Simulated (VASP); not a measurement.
Consider the following.

```yaml
crystal:
  lattice:
    - [4.97189, 0.00000, 0.00000]
    - [-2.48595, 4.30578, 0.00000]
    - [0.00000, 0.00000, 4.00083]
  atoms:
    - { symbol: Tb, position: [0.00000, 0.00000, 0.00000] }
    - { symbol: Cu, position: [0.00000, 0.50000, 0.50000] }
    - { symbol: Cu, position: [0.50000, 0.00000, 0.50000] }
    - { symbol: Cu, position: [0.50000, 0.50000, 0.50000] }
    - { symbol: Cu, position: [0.33333, 0.66667, 0.00000] }
    - { symbol: Cu, position: [0.66667, 0.33333, 0.00000] }
```

Computed with PBEsol GGA, VASP's PBE PAW potentials (set 64) (plane waves; VASP). Run with 400 eV cut-off, Gaussian smearing of 0.050 eV, potentials Tb_3 Cu.

The 4f electrons are frozen in the core of the lanthanide potential, so 4f levels, which can set the real gap, and their magnetism are missing.

Q: Predict the band gap (along the path) with the smallest direct gap where there is one.

A: 
| Item | Result |
|---|---|
| band gap (along the path) | none (metal, semimetal or under 0.01 eV) |

The structure comes from a computed database's TbCu5 entry (P6/mmm); how it stands against other phases isn't given here. It was relaxed first.
